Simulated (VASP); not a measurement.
The cell holds one Cu (fcc) (111) slab, with vacuum along c, ions free to move until forces fall under 0.03 eV/Å, no reconstruction beyond this cell, dipole correction on.

Consider the following.

```yaml
crystal:
  lattice:
    - [2.52276, 0.00000, 0.00000]
    - [-1.26138, 2.18477, 0.00000]
    - [0.00000, 0.00000, 25.12342]
  atoms:
    - { symbol: Cu, position: [0.66667, 0.33333, 0.33779] }
    - { symbol: Cu, position: [0.33333, 0.66667, 0.41880] }
    - { symbol: Cu, position: [0.00000, 0.00000, 0.50000] }
    - { symbol: Cu, position: [0.66667, 0.33333, 0.58120] }
    - { symbol: Cu, position: [0.33333, 0.66667, 0.66221] }
```

Method: PBEsol GGA, VASP's PBE PAW potentials (set 64) (plane waves; VASP 6.6.1). Numerical set-up: 400 eV cut-off, 12×12×1 Γ-centred mesh, first-order Methfessel-Paxton smearing of 0.10 eV, potentials Cu.

Slab and bulk use different k-meshes, so the surface energy is good to a few per cent at best.

Problem. Predict its surface energy, work function, band gap (on the k-mesh).

Solution. 
| Property | Value |
|---|---|
| surface energy | 1.64 J/m^2 |
| work function | 4.83 eV |
| band gap (on the k-mesh) | none (metal, semimetal or under 0.01 eV) |

Measured: work function 4.90 eV (computed value off by -0.07 eV), as given by Abhirup Patra et al., Proceedings of the National Academy of Sciences (2017), arXiv:1702.08515.

The cell is a thin slab with vacuum, built from Cu (fcc): (111) face.
